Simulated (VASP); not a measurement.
Crystal: MoI.

```
Mo I
1.0
     0.00000    3.17885    3.17885
     3.17885    0.00000    3.17885
     3.17885    3.17885    0.00000
Mo I
1 1
Cartesian
  0.0000 0.0000 0.0000
  4.7683 4.7683 4.7683
```

The cell was built by a generator and needn't be a form met in nature.

Base run:

* Program: VASP 6.6.1
* Functional: revPBE
* Potentials or basis: VASP PAW PBE potentials, release 64 (Mo_sv, I)
* Cutoff: 520 eV
* k mesh: 7 × 7 × 7
* Occupations: fermi-dirac, width 0.05 eV
* Spin: no spin polarisation

Its results: pressure -6.3 GPa.

**Question.** The run is repeated on the same cell with these changes: functional from revPBE to PBE. What comes out?

**Answer.** Pressure -7.4 GPa.

PBE binds more tightly than revPBE, so the same cell stands under less pressure.

Caveats: an odd number of electrons without spin polarisation forces a metal; a magnetic or distorted state may lie lower; the PAW data sets were made with another functional, which shifts forces and pressure a little (some runs).

Not every run made on this cell is shown here.
